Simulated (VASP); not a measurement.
# Mg3CdSe2O2 (P3m1) in VASP: single point with r2SCAN

Aim: the single point of Mg3CdSe2O2 with r2SCAN.

Program: VASP 6.6.1. These are calculated values, not measurements. Logs are shortened: lines on timing, memory, paths and dates and some standing lists are left out, and cuts for length are marked.

### 1 The crystal as given

It takes space group P3m1 (No. 156, trigonal). The conventional cell has a = 3.661 Å, b = 3.661 Å, c = 12.299 Å, α = 90.00°, β = 90.00°, γ = 120.00°. Mg (site symmetry 3m) has 3 O at 2.20 Å as nearest neighbours. Mg (site symmetry 3m) has 1 O at 1.93 Å as nearest neighbours. Around Mg (site symmetry 3m) lie 3 O at 2.22 Å. Cd (site symmetry 3m) has 1 O at 2.17 Å as nearest neighbours. Se (site symmetry 3m) has 3 Cd at 2.64 Å and 3 Mg at 2.89 Å as nearest neighbours. Se (site symmetry 3m) is surrounded by 3 Mg at 2.51 Å. O (site symmetry 3m) is surrounded by 1 Cd at 2.17 Å and 3 Mg at 2.20 Å. Around O (site symmetry 3m) lie 4 Mg at 1.93 to 2.22 Å.

The cell was built by a generator and needn't be a form met in nature.

### 2 Single point, r2SCAN

File INCAR:

```
SYSTEM = Mg3CdSe2O2
ALGO = Normal
EDIFF = 1E-6
ENCUT = 520
ISIF = 2
ISMEAR = 0
KPAR = 4
LASPH = .True.
LCHARG = .False.
LMIXTAU = .True.
LREAL = .False.
LWAVE = .False.
METAGGA = R2SCAN
NBANDS = 31
NELM = 150
PREC = Accurate
SIGMA = 0.1
```

File KPOINTS:

```
k-points
0
Gamma
  10 10 4
  0 0 0
```

File POSCAR:

```
Mg3CdSe2O2                              
1.0
    3.6612347028      0.0000000000      0.0000000000
   -1.8306173514      3.1707222553      0.0000000000
    0.0000000000      0.0000000000     12.2987415401
  Mg              Cd              Se              O             
     3     1     2     2
Direct
     0.3333333300000021    0.6666666699999979    0.9163099551805942
     0.0000000000000000    0.0000000000000000    0.6438140359790907
     0.6666666699999979    0.3333333300000021    0.4324018095881073
     0.0000000000000000    0.0000000000000000    0.1428814885231304
     0.3333333300000021    0.6666666699999979    0.2718063253142731
     0.6666666699999979    0.3333333300000021    0.7543108731575714
     0.0000000000000000    0.0000000000000000    0.9667514578327570
     0.0000000000000000    0.0000000000000000    0.4868024444244980
```

Potentials or basis: VASP PAW PBE potentials, release 64 (Mg, Cd, Se, O).

Launch:

```
$ cat potpaw_PBE.64/Mg/POTCAR potpaw_PBE.64/Cd/POTCAR potpaw_PBE.64/Se/POTCAR potpaw_PBE.64/O/POTCAR > POTCAR
$ mpirun -np 4 vasp_std > vasp.out
```

OUTCAR:

```text
SYSTEM = Mg3CdSe2O2
   EDIFF = 1E-6
   ENCUT = 520
   ISIF = 2
   ISMEAR = 0
   LASPH = .True.
   LREAL = .False.
   METAGGA = R2SCAN
   NELM = 150
   PREC = Accurate

 ion  position               nearest neighbor table
   1  0.333  0.667  0.916-   7 2.20   7 2.20   7 2.20   6 2.90   6 2.90   6 2.90   4 3.50   4 3.50
                             4 3.50
   2  0.000  0.000  0.644-   8 1.93   6 2.51   6 2.51   6 2.51   3 3.35   3 3.35   3 3.35
   3  0.667  0.333  0.432-   8 2.22   8 2.22   8 2.22   5 2.89   5 2.89   5 2.89   2 3.35   2 3.35
                             2 3.35
   4  0.000  0.000  0.143-   7 2.17   5 2.64   5 2.64   5 2.64   1 3.50   1 3.50   1 3.50
   5  0.333  0.667  0.272-   4 2.64   4 2.64   4 2.64   3 2.89   3 2.89   3 2.89
   6  0.667  0.333  0.754-   2 2.51   2 2.51   2 2.51   1 2.90   1 2.90   1 2.90
   7  0.000  0.000  0.967-   4 2.17   1 2.20   1 2.20   1 2.20
   8  0.000  0.000  0.487-   2 1.93   3 2.22   3 2.22   3 2.22

  LATTYP: Found a hexagonal cell.
 ALAT       =     3.6612347028
 C/A-ratio  =     3.3591786756

  Lattice vectors:

 A1 = (   3.6612347028,   0.0000000000,   0.0000000000)
 A2 = (  -1.8306173514,   3.1707222553,   0.0000000000)
 A3 = (   0.0000000000,   0.0000000000,  12.2987415401)

Analysis of symmetry for initial positions (statically):
=====================================================================
 Subroutine PRICEL returns:
 Original cell was already a primitive cell.

 Routine SETGRP: Setting up the symmetry group for a
 hexagonal supercell.

 Subroutine GETGRP returns: Found  6 space group operations
 (whereof  6 operations were pure point group operations)
 out of a pool of 24 trial point group operations.

The static configuration has the point symmetry C_3v.

Analysis of symmetry for dynamics (positions and initial velocities):
=====================================================================
 Subroutine PRICEL returns:
 Original cell was already a primitive cell.

 Routine SETGRP: Setting up the symmetry group for a
 hexagonal supercell.

 Subroutine GETGRP returns: Found  6 space group operations
 (whereof  6 operations were pure point group operations)
 out of a pool of 24 trial point group operations.

The dynamic configuration has the point symmetry C_3v.

 Subroutine INISYM returns: Found  6 space group operations
 (whereof  6 operations are pure point group operations),
 and found     1 'primitive' translations

----------------------------------------------------------------------------------------

                                     Primitive cell

  volume of cell :     142.7731

  direct lattice vectors                    reciprocal lattice vectors
     3.661234703  0.000000000  0.000000000     0.273131903  0.157692778  0.000000000
    -1.830617351  3.170722255  0.000000000     0.000000000  0.315385556  0.000000000
     0.000000000  0.000000000 12.298741540     0.000000000  0.000000000  0.081309132

  length of vectors
     3.661234703  3.661234697 12.298741540     0.315385555  0.315385556  0.081309132

  position of ions in fractional coordinates (direct lattice)
     0.333333330  0.666666670  0.916309955
     0.000000000  0.000000000  0.643814036
     0.666666670  0.333333330  0.432401810
     0.000000000  0.000000000  0.142881489
     0.333333330  0.666666670  0.271806325
     0.666666670  0.333333330  0.754310873
     0.000000000  0.000000000  0.966751458
     0.000000000  0.000000000  0.486802444

  ion indices of the primitive-cell ions
   primitive index   ion index
                 1           1
                 2           2
                 3           3
                 4           4
                 5           5
                 6           6
                 7           7
                 8           8

----------------------------------------------------------------------------------------

 KPOINTS: k-points

Automatic generation of k-mesh.
 Grid dimensions read from file:
 generate k-points for:   10   10    4

 Generating k-lattice:

  Cartesian coordinates                     Fractional coordinates (reciprocal lattice)
     0.027313190  0.015769278  0.000000000     0.100000000 -0.000000000  0.000000000
     0.000000000  0.031538556  0.000000000     0.000000000  0.100000000  0.000000000
     0.000000000  0.000000000  0.020327283     0.000000000  0.000000000  0.250000000

  Length of vectors
     0.031538556  0.031538556  0.020327283

  Shift w.r.t. Gamma in fractional coordinates (k-lattice)
     0.000000000  0.000000000  0.000000000

 Subroutine IBZKPT returns following result:
 ===========================================

 Found     50 irreducible k-points:

 Following reciprocal coordinates:
            Coordinates               Weight
  0.000000  0.000000  0.000000      1.000000
  0.100000  0.000000  0.000000      6.000000
  0.200000  0.000000  0.000000      6.000000
  0.300000  0.000000  0.000000      6.000000
  0.400000  0.000000  0.000000      6.000000
  0.500000  0.000000  0.000000      3.000000
[... 16 lines left out ...]
  0.000000  0.400000  0.250000      6.000000
  0.500000  0.000000  0.250000      6.000000
 [... further k-points ...]
   k-points           NKPTS =     50   k-points in BZ     NKDIM =     50   number of bands    NBANDS=     31
   number of dos      NEDOS =    301   number of ions     NIONS =      8
   total plane-waves  NPLWV =  75264
   dimension x,y,z NGX =    28 NGY =   28 NGZ =   96
   dimension x,y,z NGXF=    56 NGYF=   56 NGZF=  192
   ions per type =               3   1   2   2
   NGX,Y,Z   is equivalent  to a cutoff of  12.71, 12.71, 12.98 a.u.
   NGXF,Y,Z  is equivalent  to a cutoff of  25.43, 25.43, 25.95 a.u.
 SYSTEM =  Mg3CdSe2O2
   PREC   = accura    normal or accurate (medium, high low for compatibility)
   ISTART =      0    job   : 0-new  1-cont  2-samecut
   ICHARG =      2    charge: 1-file 2-atom 10-const
   ISPIN  =      1    spin polarized calculation?
   LNONCOLLINEAR =      F non collinear calculations
   LSORBIT =      F    spin-orbit coupling
   LASPH  =      T    aspherical Exc in radial PAW
   ENCUT  =  520.0 eV  38.22 Ry    6.18 a.u.   6.81  6.81 22.87*2*pi/ulx,y,z
   NELM   =    150;   NELMIN=  2; NELMDL= -5     # of ELM steps
   EDIFF  = 0.1E-05   stopping-criterion for ELM
   LREAL  =      F    real-space projection
   EDIFFG = 0.1E-04   stopping-criterion for IOM
   NSW    =      0    number of steps for IOM
   IBRION =     -1    ionic relax: 0-MD 1-quasi-New 2-CG
   NFREE  =      0    steps in history (QN), initial steepest desc. (CG)
   ISIF   =      2    stress and relaxation
   ISYM   =      2    0-nonsym 1-usesym 2-fastsym
   POTIM  = 0.5000    time-step for ionic-motion
   TEBEG  =    0.0;   TEEND  =   0.0 temperature during run
   PSTRESS=    0.0 pullay stress
   NELECT =      42.0000    total number of electrons
   NUPDOWN=      -1.0000    fix difference up-down
   EMIN   =  10.00;   EMAX   =-10.00  energy-range for DOS
   EFERMI =   0.00;   METHOD = LEGACY
   ISMEAR =     0;   SIGMA  =   0.10  broadening in eV -4-tet -1-fermi 0-gaus
   EFERMI_NEDOS =   21; number of points for ismear=-14 and -15
   IALGO  =     38    algorithm
   IMIX   =      4    mixing-type and parameters
     AMIX     =   0.40;   BMIX     =  1.00
     AMIX_MAG =   1.60;   BMIX_MAG =  1.00
  volume/ion in A,a.u.               =      17.85       120.44
  Fermi-wavevector in a.u.,A,eV,Ry     =   1.088786  2.057507 16.129088  1.185455
  Thomas-Fermi vector in A             =   2.224975
   LORBIT       =      0    0 simple, 1 ext, 2 COOP (PROOUT), +10 PAW based schemes
   METAGGA = R2SCAN    functional components
   LHFCALC =     F    Hartree Fock is set to
   AEXX    =    0.0000 exact exchange contribution
   IVDW    =     0    specifies the selected vdW correction
   LEPSILON=     F    determine dielectric tensor
   LRPA    =     F    only Hartree local field effects (RPA)
 non-spin polarized calculation
 Gauss-broadening in eV      SIGMA  =   0.10
  energy-cutoff  :      520.00
  volume of cell :      142.77
 maximum number of plane-waves:      3870
   NGX = 13   NGY = 13   NGZ = 45

 number of electron      41.9999985 magnetization

 Free energy of the ion-electron system (eV)
  ---------------------------------------------------
  ext. energy  EPLUGINS =         0.00000000
  ---------------------------------------------------
  free energy    TOTEN  =       -86.15171796 eV

  energy without entropy =      -86.15154408  energy(sigma->0) =      -86.15163102

 E-fermi :   3.2060     XC(G=0):  -9.9297

 val. band max:        3.0518239032   @ k =   0.0000   0.0000   0.0000
 cond. band min:       3.2904814006   @ k =   0.0000   0.0000   0.0000
 fundamental gap:      0.2386574974
 Fermi energy:         3.2060435490

 k-point     1 :       0.0000    0.0000    0.0000
  band No.  band energies     occupation
      1     -15.9594      2.00000
      2     -15.7743      2.00000
      3     -10.9067      2.00000
      4     -10.8368      2.00000
      5      -5.9839      2.00000
      6      -5.9839      2.00000
[... 23 lines left out ...]
     30      11.2245      0.00000
     31      11.2245      0.00000

 k-point     2 :       0.1000    0.0000    0.0000
  band No.  band energies     occupation
      1     -15.9425      2.00000
      2     -15.7567      2.00000
      3     -10.8340      2.00000
      4     -10.7595      2.00000
      5      -6.0025      2.00000
      6      -5.9579      2.00000
[... 23 lines left out ...]
     30      11.1767      0.00000
     31      11.4168      0.00000

 k-point     3 :       0.2000    0.0000    0.0000
  band No.  band energies     occupation
      1     -15.8980      2.00000
      2     -15.7106      2.00000
      3     -10.6375      2.00000
      4     -10.5412      2.00000
      5      -6.0224      2.00000
      6      -5.8959      2.00000
[... 23 lines left out ...]
     30      11.3707      0.00000
     31      11.4495      0.00000

 k-point     4 :       0.3000    0.0000    0.0000
  band No.  band energies     occupation
      1     -15.8425      2.00000
      2     -15.6529      2.00000
      3     -10.3793      2.00000
      4     -10.2343      2.00000
      5      -6.0323      2.00000
      6      -5.8475      2.00000
[... 23 lines left out ...]
     30      10.9258      0.00000
     31      11.3825      0.00000

 k-point     5 :       0.4000    0.0000    0.0000
  band No.  band energies     occupation
      1     -15.7971      2.00000
      2     -15.6056      2.00000
      3     -10.1545      2.00000
      4      -9.9475      2.00000
      5      -6.0356      2.00000
      6      -5.8394      2.00000
[... 23 lines left out ...]
     30      10.4750      0.00000
     31      11.0375      0.00000
[... 542 lines left out ...]
     30      10.9155      0.00000
     31      11.1580      0.00000

 k-point    22 :       0.4000    0.0000    0.2500
  band No.  band energies     occupation
      1     -15.7971      2.00000
      2     -15.6056      2.00000
      3     -10.1545      2.00000
      4      -9.9475      2.00000
      5      -6.0355      2.00000
      6      -5.8394      2.00000
[... 23 lines left out ...]
     30      10.4964      0.00000
     31      10.9773      0.00000

 k-point    23 :       0.0000    0.4000    0.2500
  band No.  band energies     occupation
      1     -15.7971      2.00000
      2     -15.6056      2.00000
      3     -10.1544      2.00000
      4      -9.9476      2.00000
      5      -6.0357      2.00000
      6      -5.8394      2.00000
[... 23 lines left out ...]
     30      10.4962      0.00000
     31      11.1517      0.00000

 k-point    24 :       0.5000    0.0000    0.2500
  band No.  band energies     occupation
      1     -15.7796      2.00000
      2     -15.5874      2.00000
      3     -10.0642      2.00000
      4      -9.8262      2.00000
      5      -6.0379      2.00000
      6      -5.8413      2.00000
[... 23 lines left out ...]
     30      10.3419      0.00000
     31      11.0679      0.00000

 [... further k-points ...]

------------------------ aborting loop because EDIFF is reached ----------------------------------------

  FORCE on cell =-STRESS in cart. coord.  units (eV):
  Direction    XX          YY          ZZ          XY          YZ          ZX
  --------------------------------------------------------------------------------------
  -------------------------------------------------------------------------------------
  Total       -1.7178698     -1.7178698     -2.3938539      0.0000000      0.0000000     -0.0000000
  in kB      -19.2776633    -19.2776632    -26.8634490      0.0000000      0.0000000     -0.0000000
  external PRESSURE =     -21.8062585 kB  Pullay stress =       0.0000000 kB

 VOLUME and BASIS-vectors are now :
 -----------------------------------------------------------------------------
  energy-cutoff  :      520.00
  volume of cell :      142.77
      direct lattice vectors                 reciprocal lattice vectors
     3.661234703  0.000000000  0.000000000     0.273131903  0.157692778  0.000000000
    -1.830617351  3.170722255  0.000000000     0.000000000  0.315385556  0.000000000
     0.000000000  0.000000000 12.298741540     0.000000000  0.000000000  0.081309132

 POSITION                                       TOTAL-FORCE (eV/Angst)
 -----------------------------------------------------------------------------------
     -0.00000      2.11381     11.26946         0.000000      0.000000     -0.040219
      0.00000      0.00000      7.91810         0.000000     -0.000000      0.009369
      1.83062      1.05691      5.31800        -0.000000     -0.000000     -0.062796
      0.00000      0.00000      1.75726         0.000000     -0.000000      0.057541
     -0.00000      2.11381      3.34288         0.000000     -0.000000     -0.139448
      1.83062      1.05691      9.27707        -0.000000      0.000000     -0.149858
      0.00000      0.00000     11.88983         0.000000     -0.000000      0.147816
      0.00000      0.00000      5.98706         0.000000     -0.000000      0.177594
 -----------------------------------------------------------------------------------
    total drift:                               -0.000005      0.000002     -0.012222

  FREE ENERGIE OF THE ION-ELECTRON SYSTEM (eV)
  ---------------------------------------------------
  free  energy   TOTEN  =       -86.1517179553 eV

  energy  without entropy=      -86.1515440817  energy(sigma->0) =      -86.15163102
```

It took 3.2 min on 4 MPI ranks of Intel Xeon 6975P-C (Granite Rapids), shared host; peak memory 0.45 GiB.

What came out:

```
Free energy            : -86.1517 eV
Pressure               : -2.2 GPa
Largest force          : 0.178 eV/Å
Band gap on the k mesh : 0.24 eV, direct
```

Forces on the atoms (eV/Å):
```
Mg   0.000  0.000 -0.040
Mg   0.000  0.000  0.009
Mg   0.000  0.000 -0.063
Cd   0.000  0.000  0.058
Se   0.000  0.000 -0.139
Se   0.000  0.000 -0.150
O    0.000  0.000  0.148
O    0.000  0.000  0.178
```

Stress tensor (GPa, compression positive):
```
-1.93  0.00  0.00
 0.00 -1.93  0.00
 0.00  0.00 -2.69
```

Caveat: the PAW data sets were made with another functional, which shifts forces and pressure a little.
